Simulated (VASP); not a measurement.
OSZICAR of a VASP run on HoBr$_{3}$ (atoms displaced from the space group 221 structure):

OSZICAR:
```
       N       E                     dE             d eps       ncg     rms          rms(c)
DAV:   1     0.359380991928E+03    0.35938E+03   -0.12308E+04  1654   0.200E+03
DAV:   2     0.495527701097E+02   -0.30983E+03   -0.29552E+03  2048   0.413E+02
DAV:   3    -0.121059866735E+02   -0.61659E+02   -0.60505E+02  1856   0.139E+02
DAV:   4    -0.169385927271E+02   -0.48326E+01   -0.47714E+01  2167   0.384E+01
DAV:   5    -0.174707076727E+02   -0.53211E+00   -0.52410E+00  2681   0.132E+01    0.356E+01
DAV:   6    -0.195167940658E+02   -0.20461E+01   -0.75523E+00  1957   0.748E+01    0.577E+01
DAV:   7    -0.185159430584E+02    0.10009E+01   -0.73369E+01  1647   0.128E+02    0.221E+01
DAV:   8    -0.181969743309E+02    0.31897E+00   -0.25593E+00  2237   0.258E+01    0.136E+01
DAV:   9    -0.183813296999E+02   -0.18436E+00   -0.48833E-01  2657   0.139E+01    0.678E+00
DAV:  10    -0.183225221149E+02    0.58808E-01   -0.11748E-01  2833   0.103E+01    0.518E+00
DAV:  11    -0.182019273039E+02    0.12059E+00   -0.10400E-01  1984   0.162E+01    0.337E+00
DAV:  12    -0.181134230893E+02    0.88504E-01   -0.10145E-01  2264   0.162E+01    0.286E+00
DAV:  13    -0.181208516786E+02   -0.74286E-02   -0.87335E-02  1910   0.141E+00    0.355E+00
DAV:  14    -0.181256434550E+02   -0.47918E-02   -0.51448E-03  2480   0.140E+00    0.329E+00
DAV:  15    -0.180880354869E+02    0.37608E-01   -0.23464E-02  1811   0.906E+00    0.364E+00
DAV:  16    -0.180676569588E+02    0.20379E-01   -0.41847E-02  2066   0.111E+01    0.422E+00
DAV:  17    -0.180772417896E+02   -0.95848E-02   -0.56248E-02  2512   0.717E+00    0.508E+00
DAV:  18    -0.180778753594E+02   -0.63357E-03   -0.18802E-02  2171   0.114E+00    0.483E+00
DAV:  19    -0.180834417464E+02   -0.55664E-02   -0.59637E-03  1968   0.228E+00    0.459E+00
DAV:  20    -0.180786234466E+02    0.48183E-02   -0.29517E-03  2084   0.157E+00    0.389E+00
DAV:  21    -0.180775438349E+02    0.10796E-02   -0.62424E-03  2153   0.155E+00    0.240E+00
DAV:  22    -0.180707905387E+02    0.67533E-02   -0.14737E-02  1943   0.359E+00    0.166E+00
DAV:  23    -0.180691983065E+02    0.15922E-02   -0.57245E-03  2770   0.138E+00    0.166E+00
DAV:  24    -0.180691864940E+02    0.11812E-04   -0.26865E-03  2297   0.484E-01    0.141E+00
DAV:  25    -0.180694250335E+02   -0.23854E-03   -0.19299E-04  2565   0.232E-01    0.965E-01
DAV:  26    -0.180690886875E+02    0.33635E-03   -0.41461E-04  1720   0.737E-01    0.661E-01
DAV:  27    -0.180689378124E+02    0.15088E-03   -0.20222E-04  2122   0.480E-01    0.605E-01
DAV:  28    -0.180688948251E+02    0.42987E-04   -0.55181E-04  1997   0.784E-01    0.377E-01
DAV:  29    -0.180689162131E+02   -0.21388E-04   -0.16699E-04  2248   0.160E-01    0.198E-01
DAV:  30    -0.180689147934E+02    0.14197E-05   -0.65828E-05  2093   0.290E-01    0.131E-01
DAV:  31    -0.180689138137E+02    0.97971E-06   -0.19307E-05  2408   0.123E-01    0.107E-01
DAV:  32    -0.180689147929E+02   -0.97929E-06   -0.65624E-06  1788   0.230E-02
   1 F= -.18068915E+02 E0= -.18068914E+02  d E =-.994910E-06  mag=     4.0008
```

Task: Which electronic solver shows in the log?

Result: It is blocked Davidson (ALGO = Normal, or the opening steps of other solvers). The INCAR had ALGO = Normal.

Task: How was spin treated?

Result: Collinear spin (ISPIN = 2): the summary line carries one mag value, 4.00 μB in the cell.

Task: Can the final energy be trusted as converged?

Result: Self-consistency was reached. It stopped with EDIFF = 1E-6, NELM = 100 (PBE GGA, plane waves, VASP's PBE PAW potentials (set 64)).  The moments were started parallel, and other spin orders were not tried in this run.

The structure was generated: HoBr3 was put into an ordered model structure, which need not be its known phase. The cell was not relaxed at this level, atoms are displaced from their ideal sites.
